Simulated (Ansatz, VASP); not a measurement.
# Al in two plane-wave programs, part 3 of 3

One calculation is typed for both programs; each brings its own data sets and cutoff. How far apart do they land? The structure shown is the end of the VASP relaxation below.

VASP 6.6.1 and Ansatz 0.2.0.

So far. Step 4 (Differences): The forces differ by 3.6 meV/Å r.m.s., which is 10.8 % of the r.m.s. force of 0.03 eV/Å (both taken over all components, held atoms included). VASP's last cycles still show a density residual of 3e-02, so its state may not be settled.

### 5. VASP: band structure, PBEsol (continued)

Level of this step: PBEsol; plane waves and PAW (Al) (VASP).

Numbers of over 12 decimals in the logs are rounded to 6 here.

From OUTCAR (step 5):

```text
  Total       -6.7982821     -4.3007452     -0.5397128     -0.0000000     -0.2850312     -0.0000000
  in kB      -20.5420858    -12.9953826     -1.6308277     -0.0000000     -0.8612669     -0.0000000
  external PRESSURE =     -11.7227654 kB  Pullay stress =       0.0000000 kB

 POSITION                                       TOTAL-FORCE (eV/Angst)
 -----------------------------------------------------------------------------------
     -2.86351      5.95142     19.25460        -0.000000     -0.006622     -0.000649
     -1.43175      3.66740     18.48758        -0.000000     -0.016181      0.000927
      0.00000      1.32920     17.82903        -0.000000     -0.004920     -0.022990
     -4.29526      5.99457     16.84467        -0.000000     -0.012074     -0.005707
     -2.86351      3.63890     16.06171         0.000000      0.003929     -0.020180
      1.43175      1.31515     15.26623         0.000000      0.011125      0.073203
     -2.86351      5.99124     14.43961         0.000000      0.012945     -0.063163
     -1.43175      3.65319     13.61299        -0.000000     -0.076536     -0.098064
      0.00000      1.31515     12.78636         0.000000      0.076536      0.098064
     -4.29526      5.99124     11.95974        -0.000000     -0.012945      0.063163
     -2.86351      3.65319     11.13312        -0.000000     -0.011125     -0.073203
      1.43175      1.32945     10.33763        -0.000000     -0.003929      0.020180
     -2.86351      5.98791      9.55468         0.000000      0.012074      0.005707
     -1.43175      3.63915      8.57032         0.000000      0.004920      0.022990
     -0.00000      1.30095      7.91177         0.000000      0.016181     -0.000927
     -4.29526      6.03105      7.14475         0.000000      0.006622      0.000649
 -----------------------------------------------------------------------------------
    total drift:                                0.000037     -0.000008      0.000021

  FREE ENERGIE OF THE ION-ELECTRON SYSTEM (eV)
  ---------------------------------------------------
  free  energy   TOTEN  =       -62.6960300515 eV

  energy  without entropy=      -62.6877980590  energy(sigma->0) =      -62.69191406

[... 1 part as in an earlier step ...]

[... 2 further parts left out ...]
[key lines of the parts left out:]
E-fermi :   1.9476
```

### 6. Ansatz: band structure, PBEsol

The same cell, functional, mesh and smearing now go to Ansatz, which takes its cutoff from its data sets.

input.yaml reads:

```yaml
crystal:
  lattice:
    - [2.8635066922, 0.0, 0.0]
    - [-5.7270133843, 7.0141302708, 0.0]
    - [0.0, 0.0, 26.3993476966]
  atoms:
    - { symbol: Al, position: [0.6969805101, 0.8484902556, 0.7293589874] }
    - { symbol: Al, position: [0.5457168795, 0.5228584392, 0.7003043171] }
    - { symbol: Al, position: [0.3790052227, 0.1895026113, 0.6753585802] }
    - { symbol: Al, position: [0.2092828182, 0.8546414096, 0.6380715448] }
    - { symbol: Al, position: [0.0375900899, 0.5187950445, 0.6084132539] }
    - { symbol: Al, position: [0.875, 0.1875, 0.578280644] }
    - { symbol: Al, position: [0.708333333, 0.854166667, 0.546968387] }
    - { symbol: Al, position: [0.541666667, 0.520833333, 0.515656129] }
    - { symbol: Al, position: [0.375, 0.1875, 0.484343871] }
    - { symbol: Al, position: [0.208333333, 0.854166667, 0.453031613] }
    - { symbol: Al, position: [0.041666667, 0.520833333, 0.421719356] }
    - { symbol: Al, position: [0.8790765771, 0.1895382885, 0.3915867461] }
    - { symbol: Al, position: [0.7073838478, 0.8536919244, 0.3619284552] }
    - { symbol: Al, position: [0.5376614443, 0.5188307217, 0.3246414198] }
    - { symbol: Al, position: [0.3709497875, 0.1854748938, 0.2996956829] }
    - { symbol: Al, position: [0.2196861559, 0.8598430784, 0.2706410126] }
hamiltonian:
  xc: pbesol
  pseudopotentials: { kind: paw }
kpoints:
  mp_grid: { grid: [11, 11, 1] }
  band_path:
    path:
      - [0.0, 0.0, 0.0]
      - [0.07692, -0.15385, 0.0]
      - [0.15385, -0.30769, 0.0]
      - [0.26923, -0.53846, 0.0]
      - [0.34615, -0.69231, 0.0]
      - [0.42308, -0.84615, 0.0]
      - [0.5, -1.0, 0.0]
      - [0.5, -0.92308, 0.0]
      - [0.5, -0.80769, 0.0]
      - [0.5, -0.73077, 0.0]
      - [0.5, -0.65385, 0.0]
      - [0.5, -0.53846, 0.0]
      - [0.5, -0.5, 0.0]
      - [0.42308, -0.34615, 0.0]
      - [0.30769, -0.11538, 0.0]
      - [0.23077, 0.03846, 0.0]
      - [0.11538, 0.26923, 0.0]
      - [0.03846, 0.42308, 0.0]
      - [0.0, 0.5, 0.0]
      - [0.0, 0.38462, 0.0]
      - [0.0, 0.30769, 0.0]
      - [0.0, 0.23077, 0.0]
      - [0.0, 0.11538, 0.0]
      - [0.0, 0.03846, 0.0]
      - [0.03846, -0.03846, 0.0]
      - [0.11538, -0.11538, 0.0]
      - [0.19231, -0.19231, 0.0]
      - [0.30769, -0.30769, 0.0]
      - [0.38462, -0.38462, 0.0]
      - [0.5, -0.5, 0.0]
    npoints: 1
scf:
  occupations: { method: gaussian, width: 0.05 }
  n_extra_bands: 14
efield:
  axis: 3
  dipole_correction: true
  ramp_width: 0.04
output:
  forces: true
  eigenvalues: true
  write_density: true
  write_potential: true
  elf: true
  volumetric_format: npy
```

Launch:

```console
ansatz run input.yaml --threads 4 --pin off --max-ram 9216MiB --backend cpu --events-out ev --progress --plain --runs-dir out
```

The program printed:

```text
[...]
Crystal: 16 atoms, lattice volume = 530.231 Å³
Basis set: ecut = 420 eV, 10387 PW (Γ), exchange–correlation on 40×128×360 points (8 copies of the dense FFT grid, shifted against one another)
Bands: 38, of which v1, the nominal top of the filled ones, is band 24 counted from 1 (23 counted from 0)
Symmetry: 2 space group operations
[...]
k-point 0: bands = [... 20 lower, 1.5190, 2.1537, 2.4696, 2.5157, 2.9230, 2.9732, 3.1142, 3.6303, ... 10 higher]
  k-point 1: bands = [... 20 lower, 1.4641, 1.5088, 2.0713, 2.2605, 2.9182, 3.1713, 3.4450, 3.5426, ... 10 higher]
  k-point 2: bands = [... 20 lower, 0.8066, 1.0773, 1.7319, 1.9864, 2.5501, 2.9337, 3.2524, 3.7408, ... 10 higher]
  k-point 35: bands = [... 20 lower, 0.8349, 1.0942, 1.3396, 1.5123, 1.9810, 2.0869, 2.2203, 2.3292, ... 10 higher]
[key lines of the parts left out:]
SCF converged after 6 iterations
Free energy (F): -8390.032277 eV
Fermi energy:    1.912976 eV
Dipole field:    D = -0.000004 V/Å  (p = -0.000013 e·Å, saw-weighted, corrected)
Work function:   Φ+ = 4.1548 eV   Φ− = 4.1547 eV
```

Run time: 35 s. Hardware: 4 threads of Arm Neoverse V1, shared host; peak memory 1.2 GiB.

### 7. Differences

Both answers:

| quantity | Ansatz | VASP | difference |
| --- | --- | --- | --- |
| work function, lower of the two faces (eV) | 4.15 | 4.16 | 0.00 |
| work function, higher of the two faces (eV) | 4.15 | 4.16 | 0.00 |

Forces on 8 of the 16 atoms, those with the largest forces and the largest differences (eV/Å; atoms numbered as in POSCAR):

```
atom         Ansatz x, y, z           VASP x, y, z
 Al5   0.000, 0.002, -0.028   0.000, 0.004, -0.020
 Al6    0.000, 0.008, 0.077    0.000, 0.011, 0.073
 Al7   0.000, 0.013, -0.062   0.000, 0.013, -0.063
 Al8  0.000, -0.075, -0.091  0.000, -0.077, -0.098
 Al9    0.000, 0.075, 0.091    0.000, 0.077, 0.098
Al10   0.000, -0.013, 0.062   0.000, -0.013, 0.063
Al11  0.000, -0.008, -0.077  0.000, -0.011, -0.073
Al12   0.000, -0.002, 0.028   0.000, -0.004, 0.020
```

The forces differ by 3.5 meV/Å r.m.s., which is 10.5 % of the r.m.s. force of 0.03 eV/Å (both taken over all components). Levels from 3 eV below to 2 eV above the Fermi level differ by 2 meV r.m.s. and 6 meV at most; each VASP level is matched to the nearest of Ansatz, which flatters the figure a little. VASP's log warns that it found no field-free region in the vacuum, so its work functions are uncertain.

### 8. What came out

- r.m.s. force difference (single point, PBEsol): 3.6 meV/Å
- r.m.s. difference of levels near the Fermi level (band structure, PBEsol): 2.4 meV

The r.m.s. force difference is 3.6 meV/Å (single point, PBEsol), within the 12 meV/Å picked in this series as the mark of a large difference. Such differences can come from data sets, numerical settings and the points named under the comparisons, not from the functional's error against experiment.

[Lines on the potential files, build, host, timing and source positions are cut from VASP's logs without a mark.]

[Logs are printed without paths, hosts, clocks, repeated set-up lines and the standing remarks that a program may print on its own settings, such as how far it seeks lower states.]

[Hosts, paths, dates, database ids (printed as entryN), source tags and the programs' standing remarks are cut or masked in the printed files.]
